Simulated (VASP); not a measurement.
Runs of VASP 6.6.1 on Ta4NiO11. The structure is orthorhombic, space group Cmmm (No. 65). The conventional cell has a = 3.910 Å, b = 29.659 Å, c = 3.886 Å, α = 90.00°, β = 90.00°, γ = 90.00°. Ta (site symmetry m2m) is surrounded by 5 O at 1.91 to 2.02 Å. Around Ta (site symmetry m2m) lie 5 O at 1.91 to 1.99 Å. Ni (site symmetry mmm) has 4 O at 1.88 to 1.95 Å as nearest neighbours. Around O (site symmetry m2m) lie 2 Ta at 1.91 Å. O (site symmetry m2m) has 3 Ta at 2.02 to 2.21 Å as nearest neighbours. O (site symmetry m2m) is surrounded by 1 Ni at 1.88 Å and 2 Ta at 1.99 Å. O (site symmetry mmm) has 2 Ni at 1.95 Å and 2 Ta at 2.24 Å as nearest neighbours. Around O (site symmetry m2m) lie 2 Ta at 1.95 Å. The cell was built by a generator and needn't be a form met in nature.

| task | level | k mesh for the DOS | occupations for the DOS | gap on the mesh (eV) | pressure (GPa) | moment (μB) | largest force (eV/Å) |
| --- | --- | --- | --- | --- | --- | --- | --- |
| optical spectrum | PBE | - | - | none | 0.8 | 0.85 | 0.08 |
| density of states | PBE | 11 × 11 × 11 | tetrahedron | - | - | 0.85 | - |
| electron localisation function | PBE | - | - | none | 0.8 | 0.85 | 0.08 |
| electrostatic potential | PBE | - | - | none | 0.8 | 0.85 | 0.08 |
| electric field gradients | PBE | - | - | none | 0.8 | 0.85 | 0.08 |
| atomic charges | PBE | - | - | none | 0.8 | 0.85 | 0.08 |
| band structure | PBE | - | - | - | 0.8 | 0.85 | 0.08 |
| atomic charges | PBE+TS | - | - | none | -1.3 | 0.85 | (a) |

Alike in all rows: potentials or basis VASP PAW PBE potentials, release 64 (Ta_pv, Ni, O); spin collinear, ferromagnetic start; cell as given; k mesh 7 × 7 × 7; cutoff (eV) 520; smearing fermi-dirac 0.05 eV.

Question: Fill in the values left out.

Answer: (a) 0.18.

Caveats: a cell with one magnetic atom can't hold antiferromagnetic order, which such compounds often take; semilocal functionals often make such compounds metallic where correlation or magnetic order opens a gap, which also shifts bond lengths; spectra need much finer meshes, so this one isn't converged (some runs); independent-particle spectra lack excitons (some runs); the intraband (Drude) part of a metal's response may be missing (some runs); tetrahedron occupations give inexact forces and stress in metals (some runs); spin-orbit coupling is left out, which moves the levels of the heavy elements (some runs).

A k mesh can miss the band edges, and the runs leave out spin-orbit coupling on Ta.

A gap of «none» marks a metal or a gap under the smearing width.
